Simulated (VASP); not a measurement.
Method: PBE GGA + U (Dudarev), VASP's PBE PAW potentials (set 64) (plane waves; VASP 6.6.1).

VASP input:

File KPOINTS:
```
kpoints
0
gamma
  9 9 9
0 0 0
```

**INCAR**
```
# general
SYSTEM     =  CoSi2
PREC       =  Accurate
ENCUT      =  400
LREAL      =  .FALSE.   # projection in real space or not
LASPH      =  .TRUE.

# electronic loop
EDIFF      =  1E-6
NELM       =  100
ALGO       =  Normal   # blocked Davidson
LMAXMIX    =  4   # l cut-off of mixed one-centre charges

# smearing
ISMEAR     =  1
SIGMA      =  0.1   # width (eV)

# functional
GGA        =  PE

# DFT+U
LDAU       =  .TRUE.
LDAUTYPE   =  2   # Dudarev
LDAUL      =  2 -1
LDAUU      =  3.0 0
LDAUJ      =  0 0
LDAUPRINT  =  1

# ions
ISIF       =  2   # forces and stress, cell fixed

# output
LWAVE      =  .FALSE.
LCHARG     =  .FALSE.
LORBIT     =  10
```

POSCAR:
```
CoSi2
1
    0.0000000000     2.6535740000     2.7119450000
    2.6229830000     0.0000000000     2.7119450000
    2.6229830000     2.6535740000     0.0000000000
Co Si
1 2
Direct
  0.0000000000   0.0000000000   0.0000000000
  0.2500000000   0.2500000000   0.2500000000
  0.7399360000   0.7600640000   0.7600640000
```

POTCAR, in this order: Co Si (PBE.64 set). Program: vasp_std.

Output

**OSZICAR**
```
       N       E                     dE             d eps       ncg     rms          rms(c)
DAV:   1     0.645801400068E+02    0.64580E+02   -0.60025E+03  4992   0.110E+03
DAV:   2    -0.140219405016E+02   -0.78602E+02   -0.73275E+02  5008   0.234E+02
DAV:   3    -0.174806250934E+02   -0.34587E+01   -0.33502E+01  6204   0.584E+01
DAV:   4    -0.175521777881E+02   -0.71553E-01   -0.71356E-01  5808   0.809E+00
DAV:   5    -0.175542654652E+02   -0.20877E-02   -0.20871E-02  6452   0.142E+00    0.133E+01
DAV:   6    -0.192582585537E+02   -0.17040E+01   -0.21934E+01  5748   0.103E+02    0.124E+01
DAV:   7    -0.166874186320E+02    0.25708E+01   -0.10172E+01  6336   0.823E+01    0.400E+00
DAV:   8    -0.166569747204E+02    0.30444E-01   -0.56803E-01  5476   0.604E+00    0.129E+00
DAV:   9    -0.166451103530E+02    0.11864E-01   -0.61440E-02  6108   0.543E+00    0.438E-01
DAV:  10    -0.166460891996E+02   -0.97885E-03   -0.63891E-03  5964   0.120E+00    0.245E-01
DAV:  11    -0.166458179536E+02    0.27125E-03   -0.12293E-03  6168   0.742E-01    0.366E-02
DAV:  12    -0.166458280296E+02   -0.10076E-04   -0.77666E-05  5972   0.118E-01    0.137E-02
DAV:  13    -0.166458274104E+02    0.61919E-06   -0.38905E-06  6168   0.209E-02
   1 F= -.16645827E+02 E0= -.16645689E+02  d E =-.414223E-03
```

OUTCAR:
```
------------------------ aborting loop because EDIFF is reached ----------------------------------------
  FORCE on cell =-STRESS in cart. coord.  units (eV):
  Direction    XX          YY          ZZ          XY          YZ          ZX
  --------------------------------------------------------------------------------------
  Total        0.3071385     -0.0080583     -0.4572860      0.0000000      0.4913418      0.0000000
  in kB       13.0348886     -0.3419927    -19.4071123      0.0000000     20.8524343      0.0000000
  external PRESSURE =      -2.2380722 kB  Pullay stress =       0.0000000 kB
  volume of cell :       37.75
      direct lattice vectors                 reciprocal lattice vectors
     0.000000000  2.653574000  2.711945000    -0.190622661  0.188425120  0.184369521
     2.622983000  0.000000000  2.711945000     0.190622661 -0.188425120  0.184369521
     2.622983000  2.653574000  0.000000000     0.190622661  0.188425120 -0.184369521
 POSITION                                       TOTAL-FORCE (eV/Angst)
 -----------------------------------------------------------------------------------
      0.00000      0.00000      0.00000         0.308371     -0.000000     -0.000000
      1.31149      1.32679      1.35597         0.153102     -0.000000      0.000000
      3.98727      3.98036      4.06792        -0.461473      0.000000      0.000000
 -----------------------------------------------------------------------------------
    total drift:                               -0.000138     -0.000000      0.000001
  FREE ENERGIE OF THE ION-ELECTRON SYSTEM (eV)
  ---------------------------------------------------
  free  energy   TOTEN  =       -16.6458274104 eV

  energy  without entropy=      -16.6454131869  energy(sigma->0) =      -16.64568934

 total charge

# of ion       s       p       d       tot
------------------------------------------
    1        0.538   0.718   7.751   9.007
    2        0.717   0.879   0.000   1.597
    3        0.718   0.880   0.000   1.597
--------------------------------------------------
tot          1.973   2.477   7.751  12.201
```
(Selected blocks of OUTCAR.)

The compound is CoSi2 in the fluorite structure. The cell was not relaxed at this level, atoms are displaced from their ideal sites. The run is one of a series of settings (LDAU = .TRUE., LDAUJ = 0 0, LDAUL = 2 -1, LDAUTYPE = 2, LDAUU = 3.0 0 against the base run), some of them coarse on purpose. The run is not spin-polarised, so no magnetic state was tried. The electron count is odd and the run is not spin-polarised, which forces a metal.
